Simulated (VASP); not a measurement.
All values below come from RPA correlation on PBE orbitals, VASP's PBE PAW potentials (set 64) (plane waves; VASP).

The input files of a VASP run:

**KPOINTS**
```
Automatic mesh
0
Gamma
4 4 4
0 0 0
```

### INCAR
```
SYSTEM = SiC
PREC = Normal; ENCUT = 500; LREAL = .FALSE.
LASPH = .TRUE.; NBANDS = 531
ALGO = ACFDT
ISMEAR = 0; SIGMA = 0.01
GGA = PE
LWAVE = .FALSE.; LCHARG = .FALSE.
NOMEGA = 12; ENCUTGW = 300
```

File POSCAR:
```
SiC
1
    0.0000000000     2.1202440000     2.1202440000
    2.1202440000     0.0000000000     2.1202440000
    2.1202440000     2.1202440000     0.0000000000
Si C
1 1
Direct
  0.0000000000   0.0000000000   0.0000000000
  0.2500000000   0.2500000000   0.2500000000
```

POTCAR, in this order: Si_GW C_GW_new (PBE.64 set). Program: vasp_std. Read from the step before: WAVECAR, WAVEDER.

The resulting files:

### OSZICAR
```
energies w=
    0.000    0.302    0.000    0.989    0.000    1.957    0.000    3.511
    0.000    6.186    0.000   10.974    0.000   19.803    0.000   36.539
    0.000   69.274    0.000  136.031    0.000  283.674    0.000  713.018
NQ=   1    0.0000    0.0000    0.0000,
 performed       1488000 updates of chi_q(r,r)
NQ=   2    0.2500    0.0000    0.0000,
 performed       2976000 updates of chi_q(r,r)
NQ=   3    0.5000    0.0000    0.0000,
 performed       4464000 updates of chi_q(r,r)
NQ=   4    0.2500    0.2500    0.0000,
 performed       5952000 updates of chi_q(r,r)
NQ=   5    0.5000    0.2500    0.0000,
 performed       7440000 updates of chi_q(r,r)
NQ=   6   -0.2500    0.2500    0.0000,
 performed       8928000 updates of chi_q(r,r)
NQ=   7    0.5000    0.5000    0.0000,
 performed      10416000 updates of chi_q(r,r)
NQ=   8   -0.2500    0.5000    0.2500,
 performed      11904000 updates of chi_q(r,r)
```

OUTCAR:
```


      cutoff energy     smooth cutoff   RPA   correlation   Hartree contr. to MP2
---------------------------------------------------------------------------------
            300.000           240.000      -12.6776750202      -19.8048093513
            285.714           228.571      -12.6416721940      -19.7671735939
            272.109           217.687      -12.6026289764      -19.7262343056
            259.151           207.321      -12.5606268069      -19.6820129547
            246.811           197.449      -12.5144296082      -19.6331645753
            235.058           188.046      -12.4648298407      -19.5804809322
            223.865           179.092      -12.4115924102      -19.5235692428
            213.204           170.564      -12.3534082146      -19.4610101735
  linear regression
  converged value                          -13.1634141468      -20.3203843543
```
(Selected blocks of OUTCAR.)

The mesh is coarse, so the correlation energy is not converged in k-points.

The compound is SiC in the zinc blende structure. This cell is one point of a volume scan, at 0.92 of the reference volume. The k-mesh is coarse (spacing up to 0.64 per Å, 2π included), so the numbers may not be converged in it.
